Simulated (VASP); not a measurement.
**Mg: single point with LDA**

Mg:

```xyz
1
Lattice="0.0000 2.2443 2.2443 2.2443 0.0000 2.2443 2.2443 2.2443 0.0000" Properties=species:S:1:pos:R:3 pbc="T T T"
Mg    0.0000    0.0000    0.0000
```

This isn't the form of Mg at room conditions, which is hcp.

```
Program                : VASP 6.6.1
Task                   : single point
Functional             : LDA
Potentials or basis    : VASP PAW LDA potentials, release 64 (Mg)
Cutoff                 : 520 eV
k mesh                 : 8 × 8 × 8
Occupations            : gaussian, width 0.1 eV
Spin                   : no spin polarisation
Dipole correction      : no
Further INCAR settings : ALGO = Fast; EDIFF = 1e-06; NBANDS = 7
```

| Item | Value |
| --- | --- |
| Pressure | -1.5 GPa |
| Band gap on the k mesh | none (metal or under the smearing width) |

Levels at points of the mesh, in eV from the Fermi level:
| k point | band 1 | band 2 | band 3 | band 4 |
| --- | --- | --- | --- | --- |
| (0.00, 0.00, 0.00) | -6.69 | 12.68 | 12.68 | 12.68 |
| (0.50, 0.00, 0.00) | -1.41 | -1.04 | 11.61 | 11.61 |
| (0.50, 0.50, 0.00) | 0.07 | 1.08 | 6.44 | 7.24 |

It took 1.7 s on 1 thread of Intel(R) Xeon(R) 6975P-C (Granite Rapids), with other jobs on the host, peak memory 0.12 GiB.
